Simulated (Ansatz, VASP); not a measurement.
# Te2Mo: VASP beside Ansatz, part 2 of 2

Aim: how closely do two programs agree when they are given the same cell, functional and k mesh? The cell is taken from a series of runs on this material, whose earlier steps may have relaxed, scaled, displaced or heated it; both programs get it as it stands.

VASP 6.6.1 and Ansatz 0.2.0.

So far: Starting point; VASP: single point, PBE with D3(BJ), spin-orbit coupling.

### Step 3. Ansatz: single point, PBE with D3(BJ), spin-orbit coupling

Level of this step: Ansatz beside VASP: Kohn-Sham DFT, plane waves, PBE with D3(BJ), spin-orbit coupling (Ansatz).

Ansatz runs on its fully relativistic PAW (standard-fr) files.

The same cell, functional, mesh and smearing now go to Ansatz, which takes its cutoff from its data sets.

input.yaml reads:

```yaml
crystal:
  lattice:
    - [3.4963854213, 0.0, 0.0]
    - [-1.7481927107, 3.0279585963, 0.0]
    - [0.0, 0.0, 13.696861696]
  atoms:
    - { symbol: Te, position: [0.6666666667, 0.3333333333, 0.3826988754] }
    - { symbol: Te, position: [0.3333333333, 0.6666666667, 0.8826988754] }
    - { symbol: Te, position: [0.6666666667, 0.3333333333, 0.1173011246] }
    - { symbol: Te, position: [0.3333333333, 0.6666666667, 0.6173011246] }
    - { symbol: Mo, position: [0.6666666667, 0.3333333333, 0.75] }
    - { symbol: Mo, position: [0.3333333333, 0.6666666667, 0.25] }
kpoints:
  mp_grid: { grid: [12, 12, 4] }
  band_path:
    path:
      - [[0.5, 0.0, 0.0], [0.0, 0.0, 0.0], [0.3333333333333, 0.3333333333333, 0.0]]
      - [[0.0, 0.0, 0.0], [0.0, 0.0, 0.5]]
    npoints: 20
scf:
  occupations: { method: fermi_dirac, width: 0.02 }
  n_extra_bands: 20
hamiltonian:
  xc: pbe
  pseudopotentials: { kind: paw_fr }
  dispersion: d3bj
output:
  forces: true
  stress: true
  fatbands: true
magnetization:
  noncollinear: true
  spin_orbit: true
```

Command:

```
ansatz run input.yaml --threads 4 --pin off --max-ram 8192MiB --backend cpu --events-out ev --progress --plain --runs-dir out
```

Numbers of over 12 decimals in the logs are rounded to 6 here.

Output:

```text
scf.n_extra_bands = 20 over 92 filled bands (N_el = 92.0): the run solves 112 bands
Engine: ansatz 0.2.0, aarch64-unknown-linux-gnu
Pseudopotentials: kind: paw_fr
Pseudopotential: Te, paw_fr, valence charge 16, recommended cutoff 420 eV (normal), Te.paw.azcp#standard-fr
Pseudopotential: Mo, paw_fr, valence charge 14, recommended cutoff 420 eV (normal), Mo.paw.azcp#standard-fr
Functional definition: PBE
  parameter kappa = 0.804
  parameter beta = 0.066725
  exchange = pbe_x(kappa = kappa, mu = beta*pi^2/3)
  correlation = pbe_c(beta = beta)
non-collinear run that drives no moment, with spin-orbit: no starting moment large enough to seed its density (crystal.atoms[].spin), no starting occupations that ask for one, no magnetisation constraint and no magnetic field, so the semilocal B_xc is pinned to zero
Crystal: 6 atoms, lattice volume = 145.007 Å³
Basis set: ecut = 420 eV, 2835 PW (Γ), exchange–correlation on 48×48×192 points (8 copies of the dense FFT grid, shifted against one another)
Bands: 112, of which v1, the nominal top of the filled ones, is band 92 counted from 1 (91 counted from 0)
Symmetry: 24 space group operations + 24 with time reversal
Magnetic group: BNS 194.264 (UNI 1494), of the structure as read, at distance tolerance 5.3e-5 Å
k-points: 57 of 576
Projection manifold: j_resolved (fully-relativistic pseudo-atomic orbitals)
Non-local potential: Te, projectors of the file, l = 0: 2, l = 1: 4, l = 2: 4, l = 3: 4
Non-local potential: Mo, projectors of the file, l = 0: 3, l = 1: 4, l = 2: 4, l = 3: 2
PAW form: soft (Blöchl's): semilocal exchange-correlation on the pseudo side does not see the compensation charge
PAW one-centre angular grid: Te, 590 points (default); XC on 64 Gauss nodes
PAW one-centre angular grid: Mo, 590 points (default); XC on 64 Gauss nodes
Initial density: superposition of atomic densities (chi_scale 0.1, normalization cell, long waves kept (reshape's long-wave potential 0.01 eV rms))
Initial wavefunctions: pseudopotential atomic-orbital guess
Functional: x = pbe(κ = 0.804, μ = 0.219515), c = pbe(β = 0.066725)
SCF iter   1: F=—  HF=-37851.264667 eV  |F-HF|=—  |Δ(HF+E_count)|=         —  Δρ=5.49e-2  dr2=6.23e0  dr2_m=0.00e0 (ungated)  ethr=3.10e-3  |M|=0.00e0 ∫|m|=0.00e0 μB  |m|>n=0.0e0 m-floor=0.0e0 τ_xc=0.0e0  β_m=0.30  ⟨swp⟩=7.5  Hψ=14960  notcnv=0  defer=130
preconditioner: auto → Resta (q_TF=auto, 2.529 Å⁻¹)  ε∞=6.5  [insulator: Δε(μ)=0.619 eV  Ē_g=7.893 eV  σ=0.020 eV  W_gap=1.00  n_scr=52 (ndim 8)  ℏωp=18.5 eV  f_vac=0.002  D(μ)=0.00/eV (n_scr^D=0)  ε∞_Penn≈6.5]
spin=Noncollinear: Resta preconditioning applied to the charge; magnetization (m_x, m_y, m_z) channels mix plain (no charge-response kernel on spin).
SCF iter   2: F=—  HF=-37850.237862 eV  |F-HF|=—  |Δ(HF+E_count)|=    1.03e0  Δρ=2.69e-2  dr2=1.53e0  dr2_m=0.00e0 (ungated)  ethr=3.10e-3  |M|=0.00e0 ∫|m|=0.00e0 μB  |m|>n=0.0e0 m-floor=0.0e0 τ_xc=0.0e0  β_m=0.39  ⟨swp⟩=2.2  Hψ=4330  notcnv=0  defer=712
SCF iter   3: F=—  HF=-37849.951802 eV  |F-HF|=—  |Δ(HF+E_count)|=   2.86e-1  Δρ=1.49e-2  dr2=5.85e-1  dr2_m=0.00e0 (ungated)  ethr=1.66e-3  |M|=0.00e0 ∫|m|=0.00e0 μB  |m|>n=0.0e0 m-floor=0.0e0 τ_xc=0.0e0  β_m=0.69  ⟨swp⟩=2.1  Hψ=3500  notcnv=0  defer=712
SCF iter   4: F=—  HF=-37849.823963 eV  |F-HF|=—  |Δ(HF+E_count)|=   1.28e-1  Δρ=2.78e-3  dr2=1.44e-2  dr2_m=0.00e0 (ungated)  ethr=6.36e-4  |M|=0.00e0 ∫|m|=0.00e0 μB  |m|>n=0.0e0 m-floor=0.0e0 τ_xc=0.0e0  β_m=0.79  ⟨swp⟩=2.3  Hψ=3900  notcnv=0  defer=712
SCF iter   5: F=—  HF=-37849.822917 eV  |F-HF|=—  |Δ(HF+E_count)|=   1.05e-3  Δρ=6.47e-4  dr2=1.00e-3  dr2_m=0.00e0 (ungated)  ethr=1.57e-5  |M|=0.00e0 ∫|m|=0.00e0 μB  |m|>n=0.0e0 m-floor=0.0e0 τ_xc=0.0e0  β_m=0.89  ⟨swp⟩=2.1  Hψ=3945  notcnv=0  defer=712
SCF iter   6: F=—  HF=-37849.823284 eV  |F-HF|=—  |Δ(HF+E_count)|=   3.67e-4  Δρ=1.62e-4  dr2=6.52e-5  dr2_m=0.00e0 (ungated)  ethr=1.09e-6  |M|=0.00e0 ∫|m|=0.00e0 μB  |m|>n=0.0e0 m-floor=0.0e0 τ_xc=0.0e0  β_m=0.95  ⟨swp⟩=2.0  Hψ=3858  notcnv=0  defer=712
SCF iter   7: F=—  HF=-37849.823427 eV  |F-HF|=—  |Δ(HF+E_count)|=   1.43e-4  Δρ=4.36e-5  dr2=3.82e-6  dr2_m=0.00e0 (ungated)  ethr=7.08e-8  |M|=0.00e0 ∫|m|=0.00e0 μB  |m|>n=0.0e0 m-floor=0.0e0 τ_xc=0.0e0  β_m=0.97  ⟨swp⟩=2.0  Hψ=4144  notcnv=0  defer=712
SCF iter   8: F=—  HF=-37849.823431 eV  |F-HF|=—  |Δ(HF+E_count)|=   4.28e-6  Δρ=1.69e-5  dr2=5.78e-7  dr2_m=0.00e0 (ungated)  ethr=4.15e-9  |M|=0.00e0 ∫|m|=0.00e0 μB  |m|>n=0.0e0 m-floor=0.0e0 τ_xc=0.0e0  β_m=0.99  ⟨swp⟩=3.0  Hψ=5127  notcnv=0  defer=712
SCF iter   9: F=-37849.823431 eV  HF=-37849.823431 eV  |F-HF|=1.11e-8  |Δ(HF+E_count)|=   3.55e-7  Δρ=4.31e-6  dr2=2.46e-8  dr2_m=0.00e0 (ungated)  ethr=1.09e-10  |M|=0.00e0 ∫|m|=0.00e0 μB  |m|>n=0.0e0 m-floor=0.0e0 τ_xc=0.0e0  ⟨swp⟩=12.6  Hψ=15663  notcnv=0
SCF 1 converged in 9 iterations: F = -37849.823431 eV  dr2 = 2.46e-8
  greatest PAW one-centre occupation: 0.998 electrons in one spin orbital (limit 2), on the Mo atom at site 5 (counted from 0), in its partial waves of l = 0
NSCF: frozen V_eff on 62 k-points
SCF converged after 9 iterations
Magnetization: |M| = 0.0000 μB,  M = (+0.0000, +0.0000, +0.0000) μB
Absolute magnetization: 0.0000 μB (∫|m|)
  site 0: m = (+0.0000, +0.0000, +0.0000) μB, |m| = 0.0000 μB  (R = 1.12 Å)
  site 1: m = (+0.0000, +0.0000, +0.0000) μB, |m| = 0.0000 μB  (R = 1.12 Å)
  site 2: m = (+0.0000, +0.0000, +0.0000) μB, |m| = 0.0000 μB  (R = 1.12 Å)
  site 3: m = (+0.0000, +0.0000, +0.0000) μB, |m| = 0.0000 μB  (R = 1.12 Å)
  site 4: m = (+0.0000, +0.0000, +0.0000) μB, |m| = 0.0000 μB  (R = 1.12 Å)
  site 5: m = (+0.0000, +0.0000, +0.0000) μB, |m| = 0.0000 μB  (R = 1.12 Å)
Free energy (F): -37849.823431 eV
Harris-Foulkes:  -37849.823431 eV  (|F-HF|=1.11e-8)
Internal energy: -37849.823431 eV  (E = F + TS)
E sigma→0 (E₀):  -37849.823431 eV
Fermi energy:    13.424641 eV
--- Per-component energies (eV) ---
  E_band       = -1091.592515
  E_kinetic    = 1611.921014
  E_local      = -6937.064269  (includes V_loc(G=0)·N_el)
  E_nonlocal   = -951.317394
  E_hartree    = 3937.304932
  E_xc         = -867.333052
  E_vxc        = -878.779072  (∫ρ·V_xc dr)
  E_paw        = -25067.871638  (= ΣΔE_a)
  E_vpaw       = -1810.961164  (= ΣTr[D̂ρ^β])
  E_aug_tail   = -0.000566  (compensation charges beyond the density's cutoff)
  E_ewald      = -9572.136671
  E_disp       = -3.325787  (pairwise vdW)
  E_smearing   = -0.000000  (= −TS)
  E_closure    = -0.000000  (closes the sum)
  Σ components = -37849.823431   (vs F -37849.823431, Δ=0.00e0)
--- Forces (eV/Å), atoms counted from 1 ---
  atom   1  Te     0.00000000    -0.00000000     0.00743518
  atom   2  Te    -0.00000000     0.00000000     0.00743518
  atom   3  Te     0.00000000    -0.00000000    -0.00743518
  atom   4  Te     0.00000000     0.00000000    -0.00743518
  atom   5  Mo     0.00000000    -0.00000000     0.00000000
  atom   6  Mo     0.00000000     0.00000000    -0.00000000
  max |Σ_I F_I| component: 6.36e-18 eV/Å
--- Stress (GPa, compression-positive) ---
        0.078892      -0.000000       0.000000
       -0.000000       0.078892       0.000000
        0.000000       0.000000       0.043510
  P = ⅓ Tr σ = 0.0671 GPa (0.671 kbar)
--- Band table (eV; the first three rows and the last of 57) ---
  k-point 0: bands = [... 88 lower, 12.8798, 12.8798, 13.1233, 13.1233, 15.6310, 15.6310, 15.8082, 15.8082, ... 16 higher]
  k-point 1: bands = [... 88 lower, 12.9603, 12.9603, 13.1088, 13.1088, 15.6412, 15.6412, 15.7359, 15.7359, ... 16 higher]
  k-point 2: bands = [... 88 lower, 13.0584, 13.0584, 13.0584, 13.0584, 15.6745, 15.6745, 15.6745, 15.6745, ... 16 higher]
  k-point 56: bands = [... 88 lower, 12.7330, 12.7330, 12.9337, 12.9337, 14.0859, 14.0859, 14.1249, 14.1249, ... 16 higher]
```

### Step 4. Differences

Known differences besides the potentials themselves: spin-orbit coupling enters by fully relativistic files in Ansatz and inside the spheres in VASP; the data sets hold 92 valence electrons in Ansatz (on its fully relativistic PAW (standard-fr) files) and 52 in VASP; the cutoff is 420 eV in Ansatz and 500 eV in VASP. Total energies have different zeros and are not compared.

Compared:

```tsv
quantity	Ansatz	VASP	difference
pressure (GPa)	0.07	0.10	-0.03
gap on the k mesh (eV)	0.635	0.629	+0.007
```

At this near-relaxed geometry the largest component of a force difference is 20 meV/Å. A gap on the mesh is an upper bound, since the band edges may lie between its points.

### Step 5. Summary of results

```json
{
  "difference in gap on the k mesh (single point, PBE with D3(BJ), spin-orbit coupling)": "0.0065 eV",
  "r.m.s. force difference (single point, PBE with D3(BJ), spin-orbit coupling)": "9.3 meV/Å"
}
```

**Reading.** The r.m.s. force difference is 9.3 meV/Å (single point, PBE with D3(BJ), spin-orbit coupling), within the 12 meV/Å picked in this series as the mark of a large difference. The data sets hold unlike numbers of valence electrons (92 in Ansatz and 52 in VASP), so part of the differences comes from the potentials. Such differences can come from data sets, numerical settings and the points named under the comparisons, not from the functional's error against experiment.

[Lines on the potential files, build, host, timing and source positions are cut from VASP's logs without a mark.]

[Logs are printed without paths, hosts, clocks, repeated set-up lines and the standing remarks that a program may print on its own settings, such as how far it seeks lower states.]

[Hosts, paths, dates, database ids (printed as entryN), source tags and the programs' standing remarks are cut or masked in the printed files.]
